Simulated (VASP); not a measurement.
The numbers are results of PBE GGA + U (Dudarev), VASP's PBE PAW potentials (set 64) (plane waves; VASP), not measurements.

The input files of a VASP run:

KPOINTS:
```
Automatic mesh
0
G
 12 12 8
0 0 0
```

POSCAR:
```
TiAl
1
    2.8293100000     0.0000000000     0.0000000000
    0.0000000000     2.7842810000     0.0000000000
    0.0000000000     0.0000000000     3.9676390000
Ti Al
1 1
Direct
  0.0000000000   0.0000000000   0.0000000000
  0.5242410000   0.5000000000   0.5000000000
```

INCAR:
```
SYSTEM  =  TiAl
PREC  =  Accurate; ENCUT  =  400; LREAL  =  .FALSE.
LASPH  =  .TRUE.
EDIFF  =  1E-6; NELM  =  100; ALGO  =  Normal
LMAXMIX  =  4
ISMEAR  =  1; SIGMA  =  0.1
GGA  =  PE
LDAUL  =  2 -1
LDAUU  =  3.0 0
LDAUJ  =  0 0
LDAU  =  .TRUE.; LDAUTYPE  =  2; LDAUPRINT  =  1
ISIF  =  2
LWAVE  =  .FALSE.; LCHARG  =  .FALSE.; LORBIT  =  10
```

POTCAR, in this order: Ti_sv Al (PBE.64 set). Program: vasp_std.

Output

**OUTCAR**
```
 ion  position               nearest neighbor table
   1  0.000  0.000  0.000-   2 2.77   2 2.77   2 2.77   2 2.77   2 2.84   2 2.84   2 2.84   2 2.84
  LATTYP: Found a simple orthorhombic cell.
 ALAT       =     2.7842810000
 B/A-ratio  =     1.0161725774
 C/A-ratio  =     1.4250138546
 Subroutine PRICEL returns:
 Original cell was already a primitive cell.
 Subroutine GETGRP returns: Found  4 space group operations
The static configuration has the point symmetry C_2v.
The dynamic configuration has the point symmetry C_2v.
 Subroutine INISYM returns: Found  4 space group operations
 Subroutine IBZKPT returns following result:
 Found    245 irreducible k-points:

 Following reciprocal coordinates:
            Coordinates               Weight
  0.000000  0.000000  0.000000      1.000000
  0.083333  0.000000  0.000000      2.000000
  0.166667  0.000000  0.000000      2.000000
  0.250000  0.000000  0.000000      2.000000
  0.333333  0.000000  0.000000      2.000000
  0.416667  0.000000  0.000000      2.000000
  0.500000  0.000000  0.000000      1.000000
  0.000000  0.083333  0.000000      2.000000
  0.083333  0.083333  0.000000      4.000000
  0.166667  0.083333  0.000000      4.000000
  0.250000  0.083333  0.000000      4.000000
  0.333333  0.083333  0.000000      4.000000
  0.416667  0.083333  0.000000      4.000000
  0.500000  0.083333  0.000000      2.000000
  0.000000  0.166667  0.000000      2.000000
  0.083333  0.166667  0.000000      4.000000
  0.166667  0.166667  0.000000      4.000000
  0.250000  0.166667  0.000000      4.000000
  0.333333  0.166667  0.000000      4.000000
  0.416667  0.166667  0.000000      4.000000
  0.500000  0.166667  0.000000      2.000000
  0.000000  0.250000  0.000000      2.000000
  0.083333  0.250000  0.000000      4.000000
...
```

OSZICAR:
```
       N       E                     dE             d eps       ncg     rms          rms(c)
DAV:   1     0.810154031484E+02    0.81015E+02   -0.65291E+03  5402   0.117E+03
DAV:   2    -0.695535666216E+01   -0.87971E+02   -0.85567E+02  5489   0.307E+02
DAV:   3    -0.119201777801E+02   -0.49648E+01   -0.47353E+01  8248   0.728E+01
DAV:   4    -0.120815783009E+02   -0.16140E+00   -0.15996E+00  6899   0.112E+01
DAV:   5    -0.120878713212E+02   -0.62930E-02   -0.62905E-02  7777   0.203E+00    0.103E+01
DAV:   6    -0.101312564763E+02    0.19566E+01   -0.14679E+01  6701   0.430E+01    0.344E+00
DAV:   7    -0.100616976636E+02    0.69559E-01   -0.10034E+00  6242   0.110E+01    0.198E+00
DAV:   8    -0.100731337265E+02   -0.11436E-01   -0.17533E-01  6140   0.401E+00    0.418E-01
DAV:   9    -0.100712779181E+02    0.18558E-02   -0.15921E-02  6058   0.135E+00    0.228E-01
DAV:  10    -0.100722551458E+02   -0.97723E-03   -0.12764E-03  6805   0.376E-01    0.534E-02
DAV:  11    -0.100722416538E+02    0.13492E-04   -0.17649E-04  6450   0.119E-01    0.369E-02
DAV:  12    -0.100722510814E+02   -0.94276E-05   -0.25321E-05  6670   0.580E-02    0.720E-03
DAV:  13    -0.100722509149E+02    0.16650E-06   -0.14069E-06  5186   0.138E-02
   1 F= -.10072251E+02 E0= -.10072325E+02  d E =0.222888E-03
```

### OUTCAR
```
------------------------ aborting loop because EDIFF is reached ----------------------------------------
  FORCE on cell =-STRESS in cart. coord.  units (eV):
  Direction    XX          YY          ZZ          XY          YZ          ZX
  --------------------------------------------------------------------------------------
  Total        1.1692120      1.8279337      1.9695785      0.0000000      0.0000000      0.0000000
  in kB       59.9346690     93.7012282    100.9620412      0.0000000      0.0000000      0.0000000
  external PRESSURE =      84.8659795 kB  Pullay stress =       0.0000000 kB
  volume of cell :       31.26
      direct lattice vectors                 reciprocal lattice vectors
     2.829310000  0.000000000  0.000000000     0.353443066  0.000000000  0.000000000
     0.000000000  2.784281000  0.000000000     0.000000000  0.359159151  0.000000000
     0.000000000  0.000000000  3.967639000     0.000000000  0.000000000  0.252039059
 POSITION                                       TOTAL-FORCE (eV/Angst)
 -----------------------------------------------------------------------------------
      0.00000      0.00000      0.00000         0.371942      0.000000      0.000000
      1.48324      1.39214      1.98382        -0.371942      0.000000      0.000000
 -----------------------------------------------------------------------------------
    total drift:                                0.000015      0.000000      0.000000
  FREE ENERGIE OF THE ION-ELECTRON SYSTEM (eV)
  ---------------------------------------------------
  free  energy   TOTEN  =       -10.0722509149 eV

  energy  without entropy=      -10.0724738024  energy(sigma->0) =      -10.07232521

 total charge

# of ion       s       p       d       tot
------------------------------------------
    1        2.216   6.145   1.875  10.237
    2        0.416   0.442   0.000   0.858
--------------------------------------------------
tot          2.632   6.587   1.875  11.095
```
(Selected blocks of OUTCAR.)

**OUTCAR**
```
 val. band max:        8.9116126272   @ k =   0.5000   0.5000   0.0000

 cond. band min:       8.9225429422   @ k =   0.0000   0.0833   0.1250


 Fermi energy:         8.9200361691

 k-point     1 :       0.0000    0.0000    0.0000
  band No.  band energies     occupation
      1     -48.3896      2.00000
      2     -24.8175      2.00000
      3     -24.3171      2.00000
      4     -24.2658      2.00000
      5      -0.4181      2.00000
      6       7.1032      2.00000
      7       7.8873      2.00000
      8       8.6148      2.00014
      9      11.2908      0.00000
     10      11.4110      0.00000
     11      12.7955      0.00000

 k-point     2 :       0.0833    0.0000    0.0000
  band No.  band energies     occupation
      1     -48.3859      2.00000
      2     -24.8138      2.00000
      3     -24.3487      2.00000
      4     -24.2631      2.00000
      5      -0.2808      2.00000
      6       7.2097      2.00000
      7       7.9277      2.00000
      8       8.5003      2.00000
      9      11.4336      0.00000
     10      11.4365      0.00000
     11      12.6553      0.00000

 k-point     3 :       0.1667    0.0000    0.0000
  band No.  band energies     occupation
      1     -48.3755      2.00000
      2     -24.8037      2.00000
      3     -24.4345      2.00000
      4     -24.2559      2.00000
      5       0.1256      2.00000
      6       7.4880      2.00000
      7       7.9777      2.00000
      8       8.2198      2.00000
      9      11.4967      0.00000
     10      11.8273      0.00000
     11      12.3083      0.00000

 k-point     4 :       0.2500    0.0000    0.0000
  band No.  band energies     occupation
      1     -48.3614      2.00000
      2     -24.7900      2.00000
      3     -24.5503      2.00000
      4     -24.2460      2.00000
      5       0.7867      2.00000
      6       7.6400      2.00000
      7       7.8864      2.00000
      8       7.9407      2.00000
      9      11.5844      0.00000
...
```

The compound is TiAl in the L1_0 structure. The cell was not relaxed at this level, atoms are displaced from their ideal sites. The run is one of a series of settings (LDAU = .TRUE., LDAUJ = 0 0, LDAUL = 2 -1, LDAUTYPE = 2, LDAUU = 3.0 0 against the base run), some of them coarse on purpose. The electron count is odd and the run is not spin-polarised, which forces a metal.
